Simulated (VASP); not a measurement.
Computed with PBEsol GGA, VASP's PBE PAW potentials (set 64) (plane waves; VASP).

Input for VASP

### INCAR
```
! general
SYSTEM =MnO
PREC   =Accurate
ENCUT  =400
LREAL  =.FALSE.
LASPH  =.TRUE.

! electronic loop
EDIFF  =1E-6
NELM   =100
ALGO   =Normal
LMAXMIX=4

! smearing
ISMEAR =0
SIGMA  =0.02

! functional
GGA    =PS

! spin
ISPIN  =2
MAGMOM =5.0 -5.0 0.0 0.0

! ions
ISIF   =2

! output
LWAVE  =.FALSE.
LCHARG =.FALSE.
LORBIT =11
```

POSCAR:
```
MnO
5.5672880
  0.8164966497   0.4082483249   0.4082483249
  0.4082483249   0.8164966497   0.4082483249
  0.4082483249   0.4082483249   0.8164966497
Mn O
2 2
Direct
  0.0000000000   0.0000000000   0.0000000000
  0.5000000000   0.5000000000   0.5000000000
  0.2500000000   0.2500000000   0.2500000000
  0.7500000000   0.7500000000   0.7500000000
```

**KPOINTS**
```
Regular mesh
0
G
4 4 4
0.5 0.5 0.5
```

POTCAR, in this order: Mn_pv O (PBE.64 set). Program: vasp_std.

The resulting files:

OSZICAR:
```
       N       E                     dE             d eps       ncg     rms          rms(c)
DAV:   1     0.391161442088E+03    0.39116E+03   -0.19630E+04   960   0.168E+03
DAV:   2     0.598450978432E+01   -0.38518E+03   -0.37853E+03   948   0.498E+02
DAV:   3    -0.378509293914E+02   -0.43835E+02   -0.42595E+02  1277   0.156E+02
DAV:   4    -0.390017384225E+02   -0.11508E+01   -0.11026E+01  1054   0.258E+01
DAV:   5    -0.390208664772E+02   -0.19128E-01   -0.19123E-01  1112   0.378E+00    0.178E+01
DAV:   6    -0.345384567484E+02    0.44824E+01   -0.43698E+01  1237   0.538E+01    0.156E+01
DAV:   7    -0.345555862645E+02   -0.17130E-01   -0.41339E+00  1064   0.213E+01    0.976E+00
DAV:   8    -0.345295175691E+02    0.26069E-01   -0.11592E+00  1125   0.747E+00    0.539E+00
DAV:   9    -0.344965496103E+02    0.32968E-01   -0.10706E-01  1221   0.428E+00    0.107E+00
DAV:  10    -0.345004958417E+02   -0.39462E-02   -0.40215E-02  1116   0.128E+00    0.412E-01
DAV:  11    -0.345003051215E+02    0.19072E-03   -0.51724E-03  1134   0.495E-01    0.114E-01
DAV:  12    -0.345004362273E+02   -0.13111E-03   -0.23818E-04   990   0.114E-01    0.383E-02
DAV:  13    -0.345004509954E+02   -0.14768E-04   -0.40896E-05  1095   0.514E-02    0.161E-02
DAV:  14    -0.345004534495E+02   -0.24541E-05   -0.74006E-06  1120   0.294E-02    0.592E-03
DAV:  15    -0.345004535648E+02   -0.11527E-06   -0.43011E-07   544   0.593E-03
   1 F= -.34500454E+02 E0= -.34500454E+02  d E =-.946309E-20  mag=    -0.0000
```

OUTCAR:
```
------------------------ aborting loop because EDIFF is reached ----------------------------------------
  FORCE on cell =-STRESS in cart. coord.  units (eV):
  Direction    XX          YY          ZZ          XY          YZ          ZX
  --------------------------------------------------------------------------------------
  Total       -5.8709682     -5.8709682     -5.8709682     -0.3902562     -0.3902562     -0.3902562
  in kB     -200.2885033   -200.2885033   -200.2885033    -13.3136167    -13.3136167    -13.3136167
  external PRESSURE =    -200.2885033 kB  Pullay stress =       0.0000000 kB
  volume of cell :       46.96
      direct lattice vectors                 reciprocal lattice vectors
     4.545672000  2.272836000  2.272836000     0.329984214 -0.109994738 -0.109994738
     2.272836000  4.545672000  2.272836000    -0.109994738  0.329984214 -0.109994738
     2.272836000  2.272836000  4.545672000    -0.109994738 -0.109994738  0.329984214
 POSITION                                       TOTAL-FORCE (eV/Angst)
 -----------------------------------------------------------------------------------
      0.00000      0.00000      0.00000        -0.000000     -0.000000     -0.000000
      4.54567      4.54567      4.54567         0.000000     -0.000000      0.000000
      2.27284      2.27284      2.27284        -0.000000      0.000000     -0.000000
      6.81851      6.81851      6.81851         0.000000      0.000000      0.000000
 -----------------------------------------------------------------------------------
    total drift:                                0.000000     -0.000000      0.000000
  FREE ENERGIE OF THE ION-ELECTRON SYSTEM (eV)
  ---------------------------------------------------
  free  energy   TOTEN  =       -34.5004535648 eV

  energy  without entropy=      -34.5004535648  energy(sigma->0) =      -34.50045356

 total charge

# of ion       s       p       d       tot
------------------------------------------
    1        0.191   6.157   4.945  11.293
    2        0.191   6.157   4.945  11.293
    3        1.581   3.381   0.000   4.962
    4        1.581   3.381   0.000   4.962
--------------------------------------------------
tot          3.543  19.078   9.889  32.510

 magnetization (x)

# of ion       s       p       d       tot
------------------------------------------
    1        0.016   0.015   4.333   4.365
    2       -0.016  -0.015  -4.333  -4.365
    3        0.000   0.000   0.000   0.000
    4        0.000   0.000   0.000   0.000
--------------------------------------------------
tot          0.000   0.000   0.000   0.000
```
(Selected blocks of OUTCAR.)

At this cut-off the stress carries a Pulay error, which pulls relaxed volumes low.

The structure is a typed MnO crystal. The cell was not relaxed at this level. The k-mesh is coarse (spacing up to 0.57 per Å, 2π included), so the numbers may not be converged in it. The run is one of a series of settings (KPOINTS 4×4×4 Γ-centred mesh shifted by (0.5, 0.5, 0.5) against the base run), some of them coarse on purpose.
